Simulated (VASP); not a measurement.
Input:

```
AlTi
1.0
    2.75552     0.00000     0.00000
    0.00000     2.75552     0.00000
    0.00000     0.00000     3.96233
Ti Al
1 1
Direct
  0.00000   0.00000   0.00000
  0.50000   0.50000   0.50000
```

All values below come from PBE GGA, VASP's PBE PAW potentials (set 64) (plane waves; VASP). Run with 500 eV cut-off, 13×13×9 Γ-centred mesh, first-order Methfessel-Paxton smearing of 0.10 eV, potentials Ti_sv Al.

Energy and stress use the plane-wave basis of the starting cell.

Task: The ions, cell shape and volume at an external pressure of 20.0 GPa are relaxed. Predict the relaxed structure.

Result: 
```
AlTi
1.0
    2.70113     0.00000     0.00000
    0.00000     2.70113     0.00000
    0.00000     0.00000     3.88383
Ti Al
1 1
Direct
  0.00000   0.00000   0.00000
  0.50000   0.50000   0.50000
```
Space group P4/mmm (123), at a tolerance of 0.03 Å.

Task: How do energy and volume change from the first to the last step?

Result: The energy (σ→0) changes by +80.6 meV/atom and the volume by -5.8 %, in 4 ionic steps.

The compound is TiAl in the L1_0 structure. This run relaxes it under an external pressure of 20 GPa. Symmetry was kept, so distortions that lower it aren't found. The electron count is odd and the run is not spin-polarised, which forces a metal.
